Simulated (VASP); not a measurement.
# GeCN2 (R-3m) in VASP: equation of state, part 2 of 2

VASP 6.6.1. The steps go on from the part before.

### Step 7. Equation of state, PBEsol, 14.54 Å³/atom (volume scaled by 1.06)

Input file INCAR:

```
  ALGO = Normal
  EDIFF = 1E-7
  ENCUT = 520
  GGA = PS
  ISIF = 2
  ISMEAR = -1
  LASPH = True
  LCHARG = False
  LREAL = False
  LWAVE = False
  NBANDS = 22
  NELM = 60
  PREC = Accurate
  SIGMA = 0.05
```

Input file KPOINTS:

```
k-points
0
Gamma
  9 9 9
```

Input file POSCAR:

```
GeCN2
1.0
    1.8289716617      1.0559572812      5.0184906852
   -1.8289716617      1.0559572812      5.0184906852
    0.0000000000     -2.1119145624      5.0184906852
Ge N C
1 2 1
Direct
    0.0000000000      0.0000000000      0.0000000000
    0.5839044000      0.5839044000      0.5839044000
    0.4160956000      0.4160956000      0.4160956000
    0.5000000000      0.5000000000      0.5000000000
```

Potentials or basis: VASP PAW PBE potentials, release 64 (Ge_d, N, C).

Started as:

```
cat potpaw_PBE.64/Ge_d/POTCAR potpaw_PBE.64/N/POTCAR potpaw_PBE.64/C/POTCAR > POTCAR
mpirun -np 1 vasp_std > vasp.out
```

OUTCAR:

```text
EDIFF = 1E-7
   ENCUT = 520
   GGA = PS
   ISIF = 2
   ISMEAR = -1
   LASPH = True
   LREAL = False
   NELM = 60
   PREC = Accurate

 Found     85 irreducible k-points:

 Following reciprocal coordinates:
            Coordinates               Weight
  0.000000  0.000000  0.000000      1.000000
  0.111111  0.000000 -0.000000      6.000000
  0.222222  0.000000 -0.000000      6.000000
  0.333333  0.000000  0.000000      6.000000
  0.444444  0.000000 -0.000000      6.000000
  0.111111  0.111111 -0.000000      6.000000
   k-points           NKPTS =     85   k-points in BZ     NKDIM =     85   number of bands    NBANDS=     22
   number of dos      NEDOS =    301   number of ions     NIONS =      4
   total plane-waves  NPLWV =  64000
   dimension x,y,z NGX =    40 NGY =   40 NGZ =   40
   dimension x,y,z NGXF=    80 NGYF=   80 NGZF=   80
   ions per type =               1   2   1
   NGX,Y,Z   is equivalent  to a cutoff of  12.21, 12.21, 12.21 a.u.
   NGXF,Y,Z  is equivalent  to a cutoff of  24.43, 24.43, 24.43 a.u.
 SYSTEM =  unknown system
   PREC   = accura    normal or accurate (medium, high low for compatibility)
   ISTART =      0    job   : 0-new  1-cont  2-samecut
   ICHARG =      2    charge: 1-file 2-atom 10-const
   ISPIN  =      1    spin polarized calculation?
   LNONCOLLINEAR =      F non collinear calculations
   LSORBIT =      F    spin-orbit coupling
   LASPH  =      T    aspherical Exc in radial PAW
   ENCUT  =  520.0 eV  38.22 Ry    6.18 a.u.  10.12 10.12 10.12*2*pi/ulx,y,z
   NELM   =     60;   NELMIN=  2; NELMDL= -5     # of ELM steps
   EDIFF  = 0.1E-06   stopping-criterion for ELM
   LREAL  =      F    real-space projection
   EDIFFG = 0.1E-05   stopping-criterion for IOM
   NSW    =      0    number of steps for IOM
   IBRION =     -1    ionic relax: 0-MD 1-quasi-New 2-CG
   NFREE  =      0    steps in history (QN), initial steepest desc. (CG)
   ISIF   =      2    stress and relaxation
   ISYM   =      2    0-nonsym 1-usesym 2-fastsym
   POTIM  = 0.5000    time-step for ionic-motion
   TEBEG  =    0.0;   TEEND  =   0.0 temperature during run
   PSTRESS=    0.0 pullay stress
   NELECT =      28.0000    total number of electrons
   NUPDOWN=      -1.0000    fix difference up-down
   EMIN   =  10.00;   EMAX   =-10.00  energy-range for DOS
   EFERMI =   0.00;   METHOD = LEGACY
   ISMEAR =    -1;   SIGMA  =   0.05  broadening in eV -4-tet -1-fermi 0-gaus
   EFERMI_NEDOS =   21; number of points for ismear=-14 and -15
   IALGO  =     38    algorithm
   IMIX   =      4    mixing-type and parameters
     AMIX     =   0.40;   BMIX     =  1.00
     AMIX_MAG =   1.60;   BMIX_MAG =  1.00
  volume/ion in A,a.u.               =      14.54        98.11
  Fermi-wavevector in a.u.,A,eV,Ry     =   1.283123  2.424751 22.400693  1.646405
  Thomas-Fermi vector in A             =   2.415394
   LORBIT       =      0    0 simple, 1 ext, 2 COOP (PROOUT), +10 PAW based schemes
   GGA     = PS    functional components
   LHFCALC =     F    Hartree Fock is set to
   AEXX    =    0.0000 exact exchange contribution
   IVDW    =     0    specifies the selected vdW correction
   LEPSILON=     F    determine dielectric tensor
   LRPA    =     F    only Hartree local field effects (RPA)
 non-spin polarized calculation
  energy-cutoff  :      520.00
  volume of cell :       58.15
 maximum number of plane-waves:      1578
   NGX = 21   NGY = 21   NGZ = 21

 number of electron      27.9999996 magnetization

 Free energy of the ion-electron system (eV)
  ---------------------------------------------------
  ext. energy  EPLUGINS =         0.00000000
  ---------------------------------------------------
  free energy    TOTEN  =       -30.46439135 eV

  energy without entropy =      -30.46439112  energy(sigma->0) =      -30.46439123

 E-fermi :   3.3821     XC(G=0):  -9.6476

 val. band max:        2.7737718124   @ k =  -0.4444  -0.4444   0.2222
 cond. band min:       3.8989917602   @ k =   0.4444   0.4444   0.4444
 fundamental gap:      1.1252199478
 Fermi energy:         3.3821356075

 k-point     1 :       0.0000    0.0000    0.0000
  band No.  band energies     occupation
      1     -21.8380      2.00000
      2     -21.8329      2.00000
      3     -21.8329      2.00000
      4     -21.8253      2.00000
      5     -21.8253      2.00000
      6     -15.8600      2.00000
[... 14 lines left out ...]
     21      12.3497      0.00000
     22      13.4434      0.00000
[... 102 lines left out ...]
  band No.  band energies     occupation
      1     -21.8372      2.00000
      2     -21.8331      2.00000
      3     -21.8313      2.00000
      4     -21.8267      2.00000
      5     -21.8255      2.00000
      6     -15.8194      2.00000
[... 14 lines left out ...]
     21      12.0736      0.00000
     22      12.7918      0.00000

 [... further k-points ...]

------------------------ aborting loop because EDIFF is reached ----------------------------------------

  FORCE on cell =-STRESS in cart. coord.  units (eV):
  Direction    XX          YY          ZZ          XY          YZ          ZX
  --------------------------------------------------------------------------------------
  -------------------------------------------------------------------------------------
  Total       -2.0821761     -2.0821761     -6.3531637      0.0000000      0.0000000      0.0000000
  in kB      -57.3654428    -57.3654428   -175.0342059      0.0000000      0.0000000      0.0000000
  external PRESSURE =     -96.5883638 kB  Pullay stress =       0.0000000 kB

 VOLUME and BASIS-vectors are now :
 -----------------------------------------------------------------------------
  energy-cutoff  :      520.00
  volume of cell :       58.15
      direct lattice vectors                 reciprocal lattice vectors
     1.828971662  1.055957281  5.018490685     0.273377664  0.157834668  0.066421033
    -1.828971662  1.055957281  5.018490685    -0.273377664  0.157834668  0.066421033
     0.000000000 -2.111914562  5.018490685     0.000000000 -0.315669336  0.066421033

 POSITION                                       TOTAL-FORCE (eV/Angst)
 -----------------------------------------------------------------------------------
      0.00000      0.00000      0.00000         0.000000     -0.000000      0.000000
      0.00000      0.00000      8.79096         0.000000     -0.000000     -1.379478
      0.00000      0.00000      6.26452         0.000000      0.000000      1.379478
      0.00000      0.00000      7.52774        -0.000000     -0.000000      0.000000
 -----------------------------------------------------------------------------------
    total drift:                               -0.000000      0.000000     -0.000000

  FREE ENERGIE OF THE ION-ELECTRON SYSTEM (eV)
  ---------------------------------------------------
  free  energy   TOTEN  =       -30.4643913493 eV

  energy  without entropy=      -30.4643911164  energy(sigma->0) =      -30.46439123
```

OSZICAR:

```text
N       E                     dE             d eps       ncg     rms          rms(c)
DAV:   1     0.220630332881E+03    0.22063E+03   -0.13825E+04  4646   0.250E+03
DAV:   2    -0.207059685247E+00   -0.22084E+03   -0.20671E+03  4286   0.659E+02
DAV:   3    -0.319746710717E+02   -0.31768E+02   -0.31390E+02  4546   0.138E+02
DAV:   4    -0.333567666881E+02   -0.13821E+01   -0.13810E+01  4176   0.320E+01
DAV:   5    -0.333868924596E+02   -0.30126E-01   -0.30124E-01  4614   0.512E+00    0.100E+01
DAV:   6    -0.305847895128E+02    0.28021E+01   -0.69406E+00  5316   0.202E+01    0.466E+00
DAV:   7    -0.304915190810E+02    0.93270E-01   -0.83418E-01  4504   0.547E+00    0.267E+00
DAV:   8    -0.304653281869E+02    0.26191E-01   -0.98365E-02  4316   0.235E+00    0.944E-01
DAV:   9    -0.304634311065E+02    0.18971E-02   -0.99265E-03  4358   0.706E-01    0.204E-01
DAV:  10    -0.304641811747E+02   -0.75007E-03   -0.12405E-03  4160   0.269E-01    0.889E-02
DAV:  11    -0.304643840326E+02   -0.20286E-03   -0.30363E-04  4196   0.145E-01    0.135E-02
DAV:  12    -0.304643901409E+02   -0.61084E-05   -0.40348E-05  4766   0.782E-02    0.808E-03
DAV:  13    -0.304643913777E+02   -0.12368E-05   -0.56422E-06  4298   0.170E-02    0.385E-03
DAV:  14    -0.304643913493E+02    0.28327E-07   -0.67240E-07  4726   0.776E-03
   1 F= -.30464391E+02 E0= -.30464391E+02  d E =-.232973E-06
```

It took 97 s on 1 thread of Intel Xeon 6975P-C (Granite Rapids), shared host; peak memory 0.3 GiB.

Results:

| Quantity | Value |
| --- | --- |
| Free energy | -30.4644 eV |
| Pressure | -9.7 GPa |
| Largest force | 1.379 eV/Å |
| Band gap on the k mesh | 1.13 eV, indirect (least direct gap 2.01 eV) |

Caveat: the PAW data sets were made with another functional, which shifts forces and pressure a little; an odd mesh through Γ misses points on the zone boundary, where band edges often lie.

### Step 8. Equation of state, PBEsol

Potentials or basis: VASP PAW PBE potentials, release 64 (Ge_d, N, C).

This step only gathers the single runs of the series.

What came out:

- Equilibrium volume: 13.41 Å³/atom
- Bulk modulus at fixed shape and positions: 138 GPa
- Pressure derivative of the bulk modulus: 3.9

Energy against volume, from the lowest point:
| volume (Å³/atom) | energy (meV/atom) |
| --- | --- |
| 12.893 | 9.32 |
| 13.167 | 2.01 |
| 13.441 | 0.00 |
| 13.716 | 2.79 |
| 13.990 | 9.91 |
| 14.264 | 20.97 |
| 14.538 | 35.59 |

Caveat: the standard files for N, O and F lose accuracy on very short bonds; the cell was scaled at fixed shape and fractional positions, which overstates the stiffness of a crystal with free parameters, most of all of layers and chains; the PAW data sets were made with another functional, which shifts forces and pressure a little.
